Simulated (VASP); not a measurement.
Set up this calculation in VASP 6.6.1, as the native input.

```
Task                   : single point
Functional             : optB86b-vdW
Potentials or basis    : VASP PAW PBE potentials, release 64 (Mo_sv, F)
Cutoff                 : 400 eV
k mesh                 : 1 × 1 × 1
Occupations            : gaussian, width 0.005 eV
Spin                   : no spin polarisation
Further INCAR settings : ALGO = Fast; EDIFF = 1e-06; NBANDS = 37; ISYM = 0
```

The structure of MoF6 lies in POSCAR:

```
MoF6
1.0
   12.9937171634      0.0000000000      0.0000000000
    0.0000000000     13.4937171634      0.0000000000
    0.0000000000      0.0000000000     13.9937171634
Mo F
1 6
Direct
    0.5022000000      0.5047000000      0.4997000000
    0.4318000000      0.5744000000      0.4071000000
    0.5716000000      0.4357000000      0.4059000000
    0.6039000000      0.6000000000      0.4996000000
    0.5729000000      0.4352000000      0.5923000000
    0.4326000000      0.5734000000      0.5935000000
    0.4006000000      0.4093000000      0.4998000000
```

The input as run:

INCAR

```
SYSTEM = MoF6
PREC     = Accurate       ! precision mode
ENCUT    = 400            ! plane-wave cutoff, eV
EDIFF    = 1E-6           ! SCF threshold, eV
ISMEAR   = 0              ! smearing method
SIGMA    = 0.005          ! smearing width, eV
LREAL    = .FALSE.        ! projectors in reciprocal space
LASPH    = .TRUE.         ! aspherical terms in the spheres
NELM     = 60             ! most SCF steps
ALGO     = Fast           ! electronic algorithm
ISIF     = 2              ! what is computed and relaxed
LWAVE    = .FALSE.        ! write WAVECAR
LCHARG   = .FALSE.        ! write CHGCAR
GGA      = MK             ! functional
LUSE_VDW = .TRUE.       
AGGAC    = 0.0          
PARAM1   = 0.1234       
PARAM2   = 1.0          
NBANDS   = 37             ! bands
ISYM     = 0
```

KPOINTS

```
Automatic mesh
0
G
  1 1 1
  0 0 0
```

Potentials or basis: VASP PAW PBE potentials, release 64 (Mo_sv, F).

Run with:

```bash
$ cat potpaw_PBE.64/Mo_sv/POTCAR potpaw_PBE.64/F/POTCAR > POTCAR
$ mpirun -np 4 vasp_gam > vasp.out
```

Results of the run:

```
Largest force                   : 0.064 eV/Å
Gap between the frontier levels : 4.32 eV
```

Caveat: the PAW data sets were made with another functional, which shifts forces and pressure a little.

Wall time 4.6 min on 4 MPI ranks on AMD EPYC 9R45 (Zen 5), with other jobs on the host, peak memory 1.3 GiB a rank.
